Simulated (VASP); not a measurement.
These are PBE GGA + U (Dudarev), VASP's PBE PAW potentials (set 64) (plane waves; VASP 6.6.1) values and carry that method's errors.

Input for VASP

### KPOINTS
```
Automatic mesh
0
Gamma
8 8 6
0 0 0
```

POSCAR:
```
NiSb
1
    2.0043000000    -3.4715500000     0.0000000000
    2.0043000000     3.4715500000     0.0000000000
    0.0000000000     0.0000000000     5.2326000000
Ni Sb
2 2
Direct
  0.0000000000   0.0000000000   0.5000000000
  0.0000000000   0.0000000000   0.0000000000
  0.3333330000   0.6666670000   0.2500000000
  0.6666670000   0.3333330000   0.7500000000
```

**INCAR**
```
SYSTEM = NiSb
PREC = Accurate; ENCUT = 400; LREAL = F
LASPH = T
EDIFF = 1E-6; NELM = 100; ALGO = Normal
LMAXMIX = 4
ISMEAR = 1; SIGMA = 0.1
GGA = PE
LDAUL = 2 -1
LDAUU = 6.0 0
LDAUJ = 0 0
LDAU = T; LDAUTYPE = 2; LDAUPRINT = 1
ISIF = 2
LWAVE = F; LCHARG = F; LORBIT = 10
```

POTCAR, in this order: Ni Sb (PBE.64 set). Program: vasp_std.

What VASP printed:

File OSZICAR:
```
       N       E                     dE             d eps       ncg     rms          rms(c)
DAV:   1     0.156481996346E+03    0.15648E+03   -0.10957E+04  1520   0.133E+03
DAV:   2    -0.556332695635E+01   -0.16205E+03   -0.15834E+03  1532   0.289E+02
DAV:   3    -0.134338122934E+02   -0.78705E+01   -0.77400E+01  1705   0.855E+01
DAV:   4    -0.135822757766E+02   -0.14846E+00   -0.14821E+00  1656   0.110E+01
DAV:   5    -0.135865136174E+02   -0.42378E-02   -0.42371E-02  1783   0.191E+00    0.735E+00
DAV:   6    -0.133483741549E+02    0.23814E+00   -0.86531E-01  1710   0.148E+01    0.354E+00
DAV:   7    -0.133953860061E+02   -0.47012E-01   -0.11736E+00  1781   0.205E+01    0.435E+00
DAV:   8    -0.132679970227E+02    0.12739E+00   -0.73669E-01  1631   0.154E+01    0.424E-01
DAV:   9    -0.132731381823E+02   -0.51412E-02   -0.33309E-02  1794   0.172E+00    0.233E-01
DAV:  10    -0.132761231105E+02   -0.29849E-02   -0.55860E-03  2365   0.123E+00    0.105E-01
DAV:  11    -0.132763137159E+02   -0.19061E-03   -0.14007E-03  1637   0.420E-01    0.536E-02
DAV:  12    -0.132764697764E+02   -0.15606E-03   -0.42529E-04  2483   0.403E-01    0.225E-02
DAV:  13    -0.132764748919E+02   -0.51155E-05   -0.10779E-04  1625   0.135E-01    0.615E-03
DAV:  14    -0.132764751750E+02   -0.28309E-06   -0.36693E-06  1255   0.290E-02
   1 F= -.13276475E+02 E0= -.13277047E+02  d E =0.171444E-02
```

File OUTCAR:
```
------------------------ aborting loop because EDIFF is reached ----------------------------------------
  FORCE on cell =-STRESS in cart. coord.  units (eV):
  Direction    XX          YY          ZZ          XY          YZ          ZX
  --------------------------------------------------------------------------------------
  Total       -3.7806303     -3.7806315     -3.3126220      0.0000000     -0.0000000      0.0000000
  in kB      -83.1842508    -83.1842779    -72.8867825      0.0000000     -0.0000000      0.0000000
  external PRESSURE =     -79.7517704 kB  Pullay stress =       0.0000000 kB
  volume of cell :       72.82
      direct lattice vectors                 reciprocal lattice vectors
     2.004300000 -3.471550000  0.000000000     0.249463653 -0.144027884  0.000000000
     2.004300000  3.471550000  0.000000000     0.249463653  0.144027884  0.000000000
     0.000000000  0.000000000  5.232600000     0.000000000  0.000000000  0.191109582
 POSITION                                       TOTAL-FORCE (eV/Angst)
 -----------------------------------------------------------------------------------
      0.00000      0.00000      2.61630        -0.000000     -0.000000     -0.000000
      0.00000      0.00000      0.00000        -0.000000     -0.000000     -0.000000
      2.00430      1.15719      1.30815         0.000000      0.000000      0.000000
      2.00430     -1.15719      3.92445         0.000000     -0.000000      0.000000
 -----------------------------------------------------------------------------------
    total drift:                                0.000000      0.000000      0.000000
  FREE ENERGIE OF THE ION-ELECTRON SYSTEM (eV)
  ---------------------------------------------------
  free  energy   TOTEN  =       -13.2764751750 eV

  energy  without entropy=      -13.2781896175  energy(sigma->0) =      -13.27704666

 total charge

# of ion       s       p       d       tot
------------------------------------------
    1        0.393   0.387   8.751   9.531
    2        0.393   0.387   8.751   9.531
    3        1.150   1.158   0.057   2.365
    4        1.150   1.158   0.057   2.365
--------------------------------------------------
tot          3.087   3.090  17.616  23.793
```
(Selected blocks of OUTCAR.)

### OUTCAR
```
 val. band max:        8.7624040487   @ k =   0.3750   0.1250   0.0000

 cond. band min:       8.8721744765   @ k =   0.3750   0.2500   0.0000


 Fermi energy:         8.7725774810

 k-point     1 :       0.0000    0.0000    0.0000
  band No.  band energies     occupation
      1      -3.4121      2.00000
      2       0.6889      2.00000
      3       3.0871      2.00000
      4       4.9596      2.00000
      5       4.9596      2.00000
      6       5.3049      2.00000
      7       5.7225      2.00000
      8       5.7225      2.00000
      9       6.2559      2.00000
     10       6.2559      2.00000
     11       7.1164      2.00000
     12       7.1164      2.00000
     13       8.2415      2.00000
     14       9.7357     -0.00000
     15       9.7357     -0.00000
     16      11.1096      0.00000
     17      11.1096      0.00000
     18      12.2001      0.00000
     19      12.6985      0.00000

 k-point     2 :       0.1250   -0.0000    0.0000
  band No.  band energies     occupation
      1      -3.2303      2.00000
      2       0.6498      2.00000
      3       3.2952      2.00000
      4       4.9564      2.00000
      5       5.0199      2.00000
      6       5.2747      2.00000
      7       5.6722      2.00000
      8       5.6768      2.00000
      9       6.1879      2.00000
     10       6.2874      2.00000
     11       7.0811      2.00000
     12       7.1180      2.00000
     13       8.1898      2.00000
     14       8.3698      2.00000
     15       9.0154     -0.00317
     16      10.5222     -0.00000
     17      11.7070      0.00000
     18      12.3790      0.00000
     19      13.4376      0.00000

 k-point     3 :       0.2500   -0.0000    0.0000
  band No.  band energies     occupation
      1      -2.7007      2.00000
      2       0.4839      2.00000
      3       3.8959      2.00000
      4       4.5854      2.00000
      5       5.1654      2.00000
      6       5.2442      2.00000
      7       5.6000      2.00000
...
```

Unless said otherwise, spin-orbit coupling is left out, though it shifts the bands of the heavy elements here.

The compound is NiSb in the NiAs type structure. The cell was not relaxed at this level. The run is one of a series of settings (LDAU = .TRUE., LDAUJ = 0 0, LDAUL = 2 -1, LDAUTYPE = 2, LDAUU = 6.0 0 against the base run), some of them coarse on purpose. The run is not spin-polarised, so no magnetic state was tried.
